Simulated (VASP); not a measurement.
Computed with HSE06 screened hybrid, VASP's PBE PAW potentials (set 64) (plane waves; VASP).

VASP input:

**INCAR**
```
! general
SYSTEM   = Ga32HP32
PREC     = Normal
ENCUT    = 400   ! plane-wave cut-off (eV)
LREAL    = Auto   ! projection in real space or not
LASPH    = T   ! aspherical one-centre terms
ISYM     = 0
NELECT   = 258.0

! electronic loop
EDIFF    = 1E-5   ! SCF stop (eV)
NELM     = 50
NELMIN   = 4
ALGO     = Normal
LMAXMIX  = 4   ! l cut-off of mixed one-centre charges

! smearing
ISMEAR   = 0   ! Gaussian
SIGMA    = 0.05   ! width (eV)

! functional
GGA      = PE
LHFCALC  = T
AEXX     = 0.25
HFSCREEN = 0.2
PRECFOCK = Fast

! ions
ISIF     = 0

! output
LWAVE    = F
LCHARG   = F
```

File KPOINTS:
```
K-points
0
Gamma
 1 1 1
0 0 0
```

POSCAR:
```
Ga32HP32
1.0
 11.0671092084   0.0000000000   0.0000000000
  0.0000000000  11.0671092084   0.0000000000
  0.0000000000   0.0000000000  11.0671092084
Ga P H
32 32 1
Cart
  5.5547860686   0.0113029294   0.0115422058
  8.2891532993   2.7486810391   0.0083610693
  8.2871670088   0.0100139886   2.7480242803
  0.0012254367  11.0659579424  11.0666435365
  2.7655290340   2.7636774458  11.0401492346
  5.5376439210   5.5374715629  11.0363103045
  8.2996433097   8.3001033506   0.0010223596
  2.7640995597  11.0389871958   2.7601292653
  5.4372185627   2.8594895227   2.8566340337
  8.3250463039   5.5364371811   2.7610562507
  5.5363029205  11.0374128686   5.5331013175
  8.3224839870   2.7633731910   5.5369875949
  8.3005931100  11.0631130169   8.2985931185
  0.0095182219   5.5543732089   0.0082767612
  2.7502989985   8.2862514014   0.0069717564
 11.0380620099   2.7621527799   2.7625384908
  2.8525114281   5.4419323024   2.8523417638
  5.5335242206   8.3229000805   2.7646149992
  0.0074525183   0.0088273034   5.5548983909
  2.8535545452   2.8508699811   5.4400692066
  5.4426189933   5.4424466341   5.4420780020
  8.2889663282   8.2871812267   5.5500269825
  2.7489167010   0.0082917914   8.2893535863
  5.5367770797   2.7609121869   8.3245878190
  8.2883936352   5.5502394157   8.2864866616
  0.0100339348   8.2905133784   2.7470684097
 11.0386860864   5.5327340898   5.5329590377
  2.7620082700   8.3245383568   5.5354044859
  0.0100434990   2.7466689933   8.2889857300
  2.7635715811   5.5337921210   8.3231917309
  5.5509049894   8.2909133692   8.2875032165
 11.0657225594   8.2950844863   8.2998195213
  6.8813355175   1.4200420214   1.4180590179
  9.6833047085   4.1503972679   1.3629720148
  9.6798923845   1.3637184005   4.1511607291
  1.3862528333   1.3860502355   1.3841235669
  4.1503393626   4.1527468152   1.3286851033
  6.9135171272   6.9140716636   1.3852873420
  9.6818192468   9.6841007723   1.3815049317
  4.1495759556   1.3283801292   4.1469167783
  6.9670863693   4.1500888663   4.1483742900
  9.6837662822   6.9343933950   4.1483544577
  6.9138777645   1.3829474851   6.9133098414
  9.6837684392   4.1487134648   6.9342492392
  9.6830074825   1.3797278140   9.6814074474
  1.4157654414   6.8825746519   1.4148010491
  4.1507183712   9.6800897753   1.3622321453
  1.3303952329   4.1469844348   4.1473698535
  4.1463542626   6.9650751646   4.1491986679
  6.9347482574   9.6810693616   4.1492857052
  1.4161039367   1.4142143750   6.8823565768
  4.1498877592   4.1458923745   6.9649193552
  6.8796031663   6.8807112130   6.8800141335
  9.6824812038   9.6785689730   6.9183770557
  4.1504033670   1.3632886636   9.6829931594
  6.9354018344   4.1502897764   9.6815683643
  9.6795927049   6.9171440978   9.6825361697
  1.3640069931   9.6839182104   4.1495921003
  1.3843759943   6.9120232202   6.9119621718
  4.1495943834   9.6837382902   6.9333798193
  1.3647373526   4.1487692220   9.6831288477
  4.1514174717   6.9344823989   9.6802166475
  6.9184357623   9.6820398065   9.6828643460
  1.3819191581   9.6798351642   9.6822063333
  4.1482598428   4.1454243985   4.1490976075
```

POTCAR, in this order: Ga P H (PBE.64 set). Program: vasp_gam. Read from the step before: WAVECAR.

Q: What will the output report for the number of irreducible k-points (NKPTS), largest plane-wave count, FFT grid (NGX, NGY, NGZ)?

A: 
| Property | Value |
|---|---|
| number of irreducible k-points (NKPTS) | 1 |
| largest plane-wave count | 12287 |
| FFT grid (NGX, NGY, NGZ) | 54 × 54 × 54 |

The cell is a supercell with a defect, built from GaP (zinc blende): H_i, charge -1. The cell's shape comes from a PBE relaxation. The run is not spin-polarised, so no state with unpaired spins was tried.
